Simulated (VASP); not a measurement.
Given:

```xyz
2
Lattice="0.0000 1.9432 1.9432 1.9432 0.0000 1.9432 1.9432 1.9432 0.0000" Properties=species:S:1:pos:R:3 pbc="T T T"
Li     0.0000     0.0000     0.0000
F      1.9432     1.9432     1.9432
```

All values below come from SCAN meta-GGA, VASP's PBE PAW potentials (set 64) (plane waves; VASP). Settings: 520 eV cut-off, 11×11×11 Γ-centred mesh, Gaussian smearing of 0.050 eV, potentials Li_sv F.

### Question
Estimate the energy per atom (σ→0), pressure, band gap (on the k-mesh) with the smallest direct gap where there is one.

### Answer

```json
{
  "band gap (on the k-mesh)": "11.29 eV",
  "smallest direct gap (on the k-mesh)": "11.29 eV",
  "energy per atom (σ→0)": "-6.149 eV/atom",
  "pressure": "5.77 GPa"
}
```

The absolute energy has meaning only against runs of the same code, potentials and settings.

The compound is LiF in the rock salt structure. This cell is one point of a volume scan, at 0.94 of the reference volume.
